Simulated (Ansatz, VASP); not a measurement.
**Two plane-wave programs on Ga3AsN2**

```xyz
6
Lattice="-1.7572 1.7572 7.3527 1.7572 -1.7572 7.3527 1.7572 1.7572 -7.3527" Properties=species:S:1:pos:R:3 pbc="T T T"
Ga    0.0000    0.0000    0.0000
Ga    0.0000    0.0000    9.4306
Ga    0.0000    0.0000    5.2748
As    1.7572    0.0000    3.6764
N     0.0000    1.7572    1.0148
N     0.0000    1.7572    6.3379
```

Alike in both runs: functional PBE; k mesh 6 × 6 × 6; occupations gaussian, width 0.1 eV; no spin polarisation.

Ansatz relaxed the structure, and its values are those at the end. VASP's run is a single point on that final structure, the one shown.

|  | VASP | Ansatz |
| --- | --- | --- |
| version | VASP 6.6.1 | Ansatz 0.2.0 |
| potentials or method | VASP PAW PBE potentials, release 64 (Ga_d, As, N) | scalar-relativistic, plane waves, PAW |
| plane-wave cutoff (eV) | 520 | 420 |
| valence electrons in the cell | 54 | 64 |

```tsv
	VASP	Ansatz	Ansatz less VASP
gap on the k mesh at the Fermi level (eV)	none	none	-
pressure (GPa)	0.1	-0.2	-0.26
```

A gap of «none» marks a metal or a gap that the smearing closes. With one functional, cell and mesh, what is left measures potentials, basis and numerics. The two sets of potentials don't hold the same shells in valence.

Caveats: the k mesh is coarse (spacing up to 0.42 Å⁻¹), so the values aren't converged.
